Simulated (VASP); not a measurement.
Output of a VASP run:

### OSZICAR
```
...
DAV:   6    -0.713744646058E+01    0.30386E+00   -0.46129E-01  1084   0.151E+01    0.336E+00
DAV:   7    -0.709436283001E+01    0.43084E-01   -0.21044E-01  1079   0.538E+00    0.779E-01
DAV:   8    -0.709460813142E+01   -0.24530E-03   -0.21890E-02   931   0.230E+00    0.356E-01
DAV:   9    -0.709510272841E+01   -0.49460E-03   -0.14362E-03   964   0.407E-01    0.214E-01
DAV:  10    -0.709526091611E+01   -0.15819E-03   -0.30288E-04  1000   0.381E-01    0.935E-02
DAV:  11    -0.709531264635E+01   -0.51730E-04   -0.13289E-04   845   0.206E-01    0.336E-02
DAV:  12    -0.709531141729E+01    0.12291E-05   -0.12338E-05  1006   0.521E-02    0.775E-03
DAV:  13    -0.709531133814E+01    0.79150E-07   -0.33119E-06   824   0.132E-02
   1 F= 0.16716375E+01 E0= 0.16716375E+01  d E =0.167164E+01
       N       E                     dE             d eps       ncg     rms          rms(c)
DAV:   1    -0.139409108249E+02   -0.68456E+01   -0.15979E+02   944   0.252E+02    0.264E+01
DAV:   2    -0.560986117737E+01    0.83310E+01   -0.22782E+01   914   0.190E+02    0.554E+00
DAV:   3    -0.493981751679E+01    0.67004E+00   -0.15933E+00  1004   0.265E+01    0.517E+00
DAV:   4    -0.486650203155E+01    0.73315E-01   -0.26214E-01  1049   0.546E+00    0.289E+00
DAV:   5    -0.486976749844E+01   -0.32655E-02   -0.13448E-02  1021   0.226E+00    0.904E-01
DAV:   6    -0.487078302367E+01   -0.10155E-02   -0.56065E-03  1191   0.154E+00    0.258E-01
DAV:   7    -0.487086659586E+01   -0.83572E-04   -0.60298E-04   877   0.220E-01    0.543E-02
DAV:   8    -0.487086528742E+01    0.13084E-05   -0.19859E-05   952   0.412E-02    0.657E-02
DAV:   9    -0.487086709547E+01   -0.18080E-05   -0.25699E-06   827   0.155E-02    0.183E-02
DAV:  10    -0.487086707238E+01    0.23083E-07   -0.53239E-07   452   0.105E-02
   2 F= 0.21583910E+01 E0= 0.21583910E+01  d E =0.486753E+00
       N       E                     dE             d eps       ncg     rms          rms(c)
DAV:   1    -0.102987748854E+02   -0.54279E+01   -0.10616E+02   954   0.304E+02    0.112E+01
DAV:   2    -0.734177882470E+01    0.29570E+01   -0.61970E+00   954   0.604E+01    0.497E+00
DAV:   3    -0.667094071270E+01    0.67084E+00   -0.22354E+00   969   0.369E+01    0.165E+00
DAV:   4    -0.666479134844E+01    0.61494E-02   -0.15195E-01   909   0.510E+00    0.880E-01
DAV:   5    -0.665517309671E+01    0.96183E-02   -0.96304E-03   887   0.946E-01    0.567E-01
DAV:   6    -0.665353949787E+01    0.16336E-02   -0.16958E-03  1091   0.601E-01    0.189E-01
DAV:   7    -0.665346471938E+01    0.74778E-04   -0.85827E-04   969   0.511E-01    0.797E-02
DAV:   8    -0.665345184075E+01    0.12879E-04   -0.58648E-05   909   0.152E-01    0.377E-02
DAV:   9    -0.665345369909E+01   -0.18583E-05   -0.55814E-06   922   0.233E-02    0.202E-02
DAV:  10    -0.665345329103E+01    0.40805E-06   -0.17355E-06   653   0.375E-02
   3 F= 0.15706348E+01 E0= 0.15706348E+01  d E =-.101003E+00
       N       E                     dE             d eps       ncg     rms          rms(c)
DAV:   1    -0.662938651908E+01    0.24067E-01   -0.38897E-02   944   0.485E+00    0.284E-01
DAV:   2    -0.662798446323E+01    0.14021E-02   -0.28591E-03   944   0.160E+00    0.949E-02
DAV:   3    -0.662775330934E+01    0.23115E-03   -0.64603E-04   984   0.693E-01    0.639E-02
DAV:   4    -0.662775355585E+01   -0.24651E-06   -0.36817E-05   774   0.654E-02    0.482E-02
DAV:   5    -0.662775263554E+01    0.92032E-06   -0.58476E-06   894   0.225E-02
   4 F= 0.15703313E+01 E0= 0.15703313E+01  d E =-.101306E+00
```

**OUTCAR**
```
------------------------ aborting loop because EDIFF is reached ----------------------------------------
  FORCE on cell =-STRESS in cart. coord.  units (eV):
  Direction    XX          YY          ZZ          XY          YZ          ZX
  --------------------------------------------------------------------------------------
  Total        8.1779590      8.1779590      8.1779590      0.0000000      0.0000000     -0.0000000
  in kB      299.2635494    299.2635494    299.2635494      0.0000000      0.0000000     -0.0000000
  external PRESSURE =      -0.7364506 kB  Pullay stress =     300.0000000 kB
  volume of cell :       43.78
      direct lattice vectors                 reciprocal lattice vectors
     0.000000000  2.797417140  2.797417140    -0.178736304  0.178736304  0.178736304
     2.797417140 -0.000000000  2.797417140     0.178736304 -0.178736304  0.178736304
     2.797417140  2.797417140  0.000000000     0.178736304  0.178736304 -0.178736304
  FREE ENERGIE OF THE ION-ELECTRON SYSTEM (eV)
  ---------------------------------------------------
  free  energy   TOTEN  =        -6.6277526355 eV

  energy  without entropy=       -6.6277526355  energy(sigma->0) =       -6.62775264
  enthalpy is  TOTEN    =         1.5703313398 eV   P V=        8.1980839753

 reached required accuracy - stopping structural energy minimisation
```
(Selected blocks of OUTCAR.)

**POSCAR**
```
InAs
1
    0.0000000000     2.8606799257     2.8606799257
    2.8606799257     0.0000000000     2.8606799257
    2.8606799257     2.8606799257     0.0000000000
In As
1 1
Direct
  0.0000000000   0.0000000000   0.0000000000
  0.2500000000   0.2500000000   0.2500000000
```

Problem. Reconstruct the remaining input files.

Solution. One answer among several that fit: the input of the run itself, PBE GGA, plane waves, VASP's PBE PAW potentials (set 64).

### INCAR
```
SYSTEM  =  InAs
PREC  =  Accurate; ENCUT  =  500; LREAL  =  .False.
LASPH  =  .True.
EDIFF  =  1E-6; NELM  =  100; ALGO  =  Normal
LMAXMIX  =  4
ISMEAR  =  0; SIGMA  =  0.05
GGA  =  PE
IBRION  =  2; NSW  =  40; ISIF  =  3
EDIFFG  =  -0.02; PSTRESS  =  300
LWAVE  =  .False.; LCHARG  =  .False.
```

File KPOINTS:
```
Automatic
0
gamma
8 8 8
```

POTCAR, in this order: In_d As (PBE.64 set). Program: vasp_std.

Energy and stress use the plane-wave basis of the starting cell.

The compound is InAs in the zinc blende structure. This run relaxes it under an external pressure of 30 GPa. Symmetry was kept, so distortions that lower it aren't found.
